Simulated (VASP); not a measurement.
Computed with RPBE GGA, VASP's PBE PAW potentials (set 64) (plane waves; VASP).

The input files of a VASP run:

### KPOINTS
```
Automatic mesh
0
G
9 9 9
```

### POSCAR
```
SiC
1.0
  0.0000000000   2.1800000000   2.1800000000
  2.1800000000   0.0000000000   2.1800000000
  2.1800000000   2.1800000000   0.0000000000
Si C
1 1
Cart
  0.0000000000   0.0000000000   0.0000000000
  1.0900000000   1.0900000000   1.0900000000
```

### INCAR
```
! general
SYSTEM=SiC
PREC  =Accurate
ENCUT =520
LREAL =.FALSE.
LASPH =.TRUE.

! electronic loop
EDIFF =1E-6
NELM  =100
ALGO  =Normal

! smearing
ISMEAR=0
SIGMA =0.05

! functional
GGA   =RP

! ions
IBRION=2
NSW   =60
ISIF  =3
EDIFFG=-0.01

! output
LWAVE =.FALSE.
LCHARG=.FALSE.
```

POTCAR, in this order: Si C (PBE.64 set). Program: vasp_std.

Energy and stress use the plane-wave basis of the starting cell.

Task: Predict the energy per atom (σ→0), volume per atom.

Result: 
The energy per atom (σ→0) comes out as -7.162 eV/atom and the volume per atom is 10.64 Å^3/atom.

OSZICAR:
```
...
   2 F= -.14314702E+02 E0= -.14314702E+02  d E =-.111385E-03
       N       E                     dE             d eps       ncg     rms          rms(c)
DAV:   1    -0.143281920544E+02   -0.13491E-01   -0.19591E-01   592   0.385E+00    0.502E-01
DAV:   2    -0.143249623410E+02    0.32297E-02   -0.84833E-03   696   0.603E-01    0.248E-01
DAV:   3    -0.143243091873E+02    0.65315E-03   -0.11077E-03   704   0.237E-01    0.630E-02
DAV:   4    -0.143242027893E+02    0.10640E-03   -0.15933E-04   592   0.793E-02    0.348E-02
DAV:   5    -0.143242031482E+02   -0.35891E-06   -0.50885E-06   824   0.188E-02
   3 F= -.14324203E+02 E0= -.14324203E+02  d E =-.961286E-02
```

The compound is SiC in the zinc blende structure. This run relaxes it. Symmetry was kept, so distortions that lower it aren't found.
